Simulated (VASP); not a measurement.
Runs of VASP 6.6.1 on Ag3S. Symmetry: P-6m2, No. 187, hexagonal system. The conventional cell has a = 3.018 Å, b = 3.018 Å, c = 9.375 Å, α = 90.00°, β = 90.00°, γ = 120.00°. Ag (site symmetry -6m2) is surrounded by 12 Ag at 3.01 to 3.02 Å. Around Ag (site symmetry 3m) lie 3 S at 2.83 Å and 9 Ag at 3.01 to 3.02 Å. S (site symmetry -6m2) is surrounded by 6 Ag at 2.83 Å and 6 S at 3.02 Å. The cell was built by a generator and needn't be a form met in nature.

```csv
task,level,potentials or basis,U,cell,cutoff (eV),smearing,LDAUTYPE,hund's J,gap on the mesh (eV),pressure (GPa),relaxed volume (Å³/atom),largest force (eV/Å)
band structure,r2SCAN+D3(BJ),"VASP PAW PBE potentials, release 64 (Ag, S)",-,as given,520,gaussian 0.1 eV,-,-,-,(b),-,0.15
relaxation of cell and atoms,RPBE,"VASP PAW PBE potentials, release 64 (Ag, S)",-,relaxed,600,gaussian 0.05 eV,-,-,none,0.0,(a),-
single point,PBE,"VASP PAW PBE potentials, release 64 (Ag, S)",-,as given,520,fermi-dirac 0.05 eV,-,-,none,-3.2,-,0.12
relaxation of cell and atoms,PBE,"VASP PAW PBE potentials, release 64 (Ag, S)",-,relaxed,600,gaussian 0.05 eV,-,-,none,0.0,17.78,-
band structure,PBE+D3(BJ)+U,"VASP PAW PBE potentials, release 64 (Ag_GW, S_GW)","Ag d U = 1 eV, J = 0.9 eV",as given,550,gaussian 0.1 eV,1,0.9,-,-7.5,-,0.12
```

Alike in all rows: no spin polarisation; k mesh 10 × 10 × 3.

Task: Fill in the values left out.

Result: (a) 18.62; (b) -6.9.

Caveats: the PAW data sets were made with another functional, which shifts forces and pressure a little (some runs); pairwise dispersion overbinds metals, which lowers pressure and volume (some runs); U without spin polarisation on a metal has little footing (some runs).

A k mesh can miss the band edges, and the runs leave out spin-orbit coupling on Ag.

A gap of «none» marks a metal or a gap under the smearing width.

Not every run made on this cell is shown here.
